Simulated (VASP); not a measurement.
Output of a VASP run:

OSZICAR:
```
       N       E                     dE             d eps       ncg     rms          rms(c)
DAV:   1     0.276972539394E+02    0.27697E+02   -0.86204E+03  2296   0.141E+03
DAV:   2    -0.241392764979E+02   -0.51837E+02   -0.49298E+02  2978   0.235E+02
DAV:   3    -0.260167843825E+02   -0.18775E+01   -0.18580E+01  2950   0.341E+01
DAV:   4    -0.260346175364E+02   -0.17833E-01   -0.17820E-01  2705   0.341E+00
DAV:   5    -0.260348478569E+02   -0.23032E-03   -0.23029E-03  3042   0.320E-01    0.634E+01
DAV:   6    -0.230117395826E+02    0.30231E+01   -0.20309E+01  2527   0.233E+01    0.444E+01
DAV:   7    -0.229176421136E+02    0.94097E-01   -0.71158E-01  2633   0.621E+00    0.253E+01
DAV:   8    -0.229016820485E+02    0.15960E-01   -0.49670E-02  2516   0.212E+00    0.526E+00
DAV:   9    -0.228968959538E+02    0.47861E-02   -0.24960E-02  2594   0.918E-01    0.196E+00
DAV:  10    -0.228965834023E+02    0.31255E-03   -0.94574E-04  2741   0.254E-01    0.431E-01
DAV:  11    -0.228965668553E+02    0.16547E-04   -0.15001E-04  2605   0.905E-02    0.155E-02
DAV:  12    -0.228965661860E+02    0.66930E-06   -0.31723E-06  2553   0.177E-02
   1 F= -.22896566E+02 E0= -.22896519E+02  d E =-.228966E+02
       N       E                     dE             d eps       ncg     rms          rms(c)
DAV:   1    -0.228969062226E+02   -0.33937E-03   -0.11728E-02  2300   0.107E+00    0.344E-01
DAV:   2    -0.228966095617E+02    0.29666E-03   -0.38599E-04  2330   0.202E-01    0.185E-01
DAV:   3    -0.228964983781E+02    0.11118E-03   -0.34497E-04  2351   0.172E-01    0.120E-01
DAV:   4    -0.228964994959E+02   -0.11179E-05   -0.50008E-06  2816   0.229E-02    0.152E-01
DAV:   5    -0.228964979352E+02    0.15608E-05   -0.22928E-06  2428   0.110E-02    0.101E-02
DAV:   6    -0.228964977906E+02    0.14460E-06   -0.30252E-07  1192   0.386E-03
   2 F= -.22896498E+02 E0= -.22896449E+02  d E =0.683954E-04
       N       E                     dE             d eps       ncg     rms          rms(c)
DAV:   1    -0.228967675492E+02   -0.26961E-03   -0.51593E-03  2288   0.707E-01    0.229E-01
DAV:   2    -0.228966366468E+02    0.13090E-03   -0.17038E-04  2318   0.135E-01    0.124E-01
DAV:   3    -0.228965874352E+02    0.49212E-04   -0.15177E-04  2336   0.114E-01    0.799E-02
DAV:   4    -0.228965879016E+02   -0.46643E-06   -0.21361E-06  2644   0.150E-02
   3 F= -.22896588E+02 E0= -.22896540E+02  d E =-.217156E-04
```

OUTCAR:
```
------------------------ aborting loop because EDIFF is reached ----------------------------------------
  FORCE on cell =-STRESS in cart. coord.  units (eV):
  Direction    XX          YY          ZZ          XY          YZ          ZX
  --------------------------------------------------------------------------------------
  Total       -0.0027490     -0.0027490     -0.0027490      0.0000000      0.0000000     -0.0000000
  in kB       -0.1839159     -0.1839159     -0.1839159      0.0000000      0.0000000     -0.0000000
  external PRESSURE =      -0.1839159 kB  Pullay stress =       0.0000000 kB
  volume of cell :       23.95
      direct lattice vectors                 reciprocal lattice vectors
     0.000000000  2.287756966  2.287756966    -0.218554684  0.218554684  0.218554684
     2.287756966  0.000000000  2.287756966     0.218554684 -0.218554684  0.218554684
     2.287756966  2.287756966 -0.000000000     0.218554684  0.218554684 -0.218554684
 POSITION                                       TOTAL-FORCE (eV/Angst)
 -----------------------------------------------------------------------------------
      0.00000      0.00000      0.00000         0.000000      0.000000     -0.000000
      2.28776      2.28776      2.28776        -0.000000     -0.000000      0.000000
 -----------------------------------------------------------------------------------
    total drift:                                0.000000      0.000000      0.000000
  FREE ENERGIE OF THE ION-ELECTRON SYSTEM (eV)
  ---------------------------------------------------
  free  energy   TOTEN  =       -22.8965879016 eV

  energy  without entropy=      -22.8964453883  energy(sigma->0) =      -22.89654040

 reached required accuracy - stopping structural energy minimisation
```
(Selected blocks of OUTCAR.)

File POSCAR:
```
HfC
1
    0.0000000000     2.2885665203     2.2885665203
    2.2885665203     0.0000000000     2.2885665203
    2.2885665203     2.2885665203     0.0000000000
Hf C
1 1
Direct
  0.0000000000   0.0000000000   0.0000000000
  0.5000000000   0.5000000000   0.5000000000
```

Write an INCAR and KPOINTS that could have produced this output.

One answer among several that fit: the input of the run itself, LDA (Ceperley-Alder, Perdew-Zunger), plane waves, VASP's LDA PAW potentials (set 64).

File KPOINTS:
```
Regular mesh
0
Gamma
  14 14 14
```

**INCAR**
```
NELM = 100   # most electronic steps
NSW = 40
LASPH = T   # aspherical one-centre terms
SYSTEM = HfC
ENCUT = 620
LWAVE = F
SIGMA = 0.1   # width (eV)
ALGO = Normal
LMAXMIX = 6   # l cut-off of mixed one-centre charges
ISMEAR = 1   # Methfessel-Paxton
IBRION = 2
LCHARG = F
EDIFFG = -0.02
LREAL = F
ISIF = 3
PREC = Accurate
EDIFF = 1E-6
```

POTCAR, in this order: Hf_pv C (LDA.64 set). Program: vasp_std.

The compound is HfC in the rock salt structure. This run relaxes it. Symmetry was kept, so distortions that lower it aren't found.
